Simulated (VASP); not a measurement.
A VASP calculation is set up with these files.

File KPOINTS:
```
Regular mesh
0
Gamma
6 6 6
```

### POSCAR
```
Fe2O3
9.5329540
  0.5000000069  -0.2580375281   0.0024149302
  0.5000000069   0.2580375281   0.0024149302
  0.3647758501   0.0000000000   0.4284015058
Fe O
4 6
direct
  0.8547576877   0.8547576877   0.8547576877
  0.3547576877   0.3547576877   0.3547576877
  0.1452423123   0.1452423123   0.1452423123
  0.6452423123   0.6452423123   0.6452423123
  0.4407456256   0.0592543744   0.7500000000
  0.0592543744   0.7500000000   0.4407456256
  0.5592543744   0.9407456256   0.2500000000
  0.2500000000   0.5592543744   0.9407456256
  0.9407456256   0.2500000000   0.5592543744
  0.7500000000   0.4407456256   0.0592543744
```

**INCAR**
```
! general
SYSTEM  = Fe2O3
PREC    = Accurate
ENCUT   = 520
LREAL   = .FALSE.
LASPH   = .TRUE.

! electronic loop
EDIFF   = 1E-7   ! SCF stop (eV)
NELM    = 100
ALGO    = Normal
LMAXMIX = 4

! smearing
ISMEAR  = -5

! functional
GGA     = PS

! spin
ISPIN   = 2   ! spin-polarised
MAGMOM  = 3.3 -3.3 3.3 -3.3 6*0.0

! ions
ISIF    = 2

! output
LWAVE   = .FALSE.
LCHARG  = .TRUE.
LORBIT  = 11   ! lm-projected
NEDOS   = 601   ! DOS grid

! other
LEFG    = .TRUE.
```

POTCAR, in this order: Fe O (PBE.64 set). Program: vasp_std.

Task: Write an equivalent input for Ansatz.

Result: One equivalent input (not run):
Ansatz 0.2 input:
```yaml
crystal:
  lattice:
    - [4.7664771, -2.4598599, 0.0230214]
    - [4.7664771, 2.4598599, 0.0230214]
    - [3.4773914, 0.0000000, 4.0839318]
  atoms:
    - { symbol: Fe, position: [0.8547577, 0.8547577, 0.8547577], spin: 3.3 }
    - { symbol: Fe, position: [0.3547577, 0.3547577, 0.3547577], spin: -3.3 }
    - { symbol: Fe, position: [0.1452423, 0.1452423, 0.1452423], spin: 3.3 }
    - { symbol: Fe, position: [0.6452423, 0.6452423, 0.6452423], spin: -3.3 }
    - { symbol: O, position: [0.4407456, 0.0592544, 0.7500000] }
    - { symbol: O, position: [0.0592544, 0.7500000, 0.4407456] }
    - { symbol: O, position: [0.5592544, 0.9407456, 0.2500000] }
    - { symbol: O, position: [0.2500000, 0.5592544, 0.9407456] }
    - { symbol: O, position: [0.9407456, 0.2500000, 0.5592544] }
    - { symbol: O, position: [0.7500000, 0.4407456, 0.0592544] }
kpoints:
  mp_grid: { grid: [6, 6, 6] }
hamiltonian:
  xc: pbesol
  pseudopotentials: { kind: paw }
magnetization: { spin_polarized: true }
scf:
  occupations: { method: tetrahedron }
  max_iter: 100
output: { forces: true, stress: true, eigenvalues: true }
```
Limits of the translation: each code has its own PAW files, so the cut-off isn't converted (ENCUT is set for VASP's; basis.ecutwfc is left out, and Ansatz then takes the one that its files recommend); Ansatz stops its SCF on the density residual and VASP on the energy change (EDIFF); the field gradients of LEFG aren't asked of the other code.

The compound is Fe2O3 in the corundum structure. It was relaxed first, which changed the volume by -5 %.
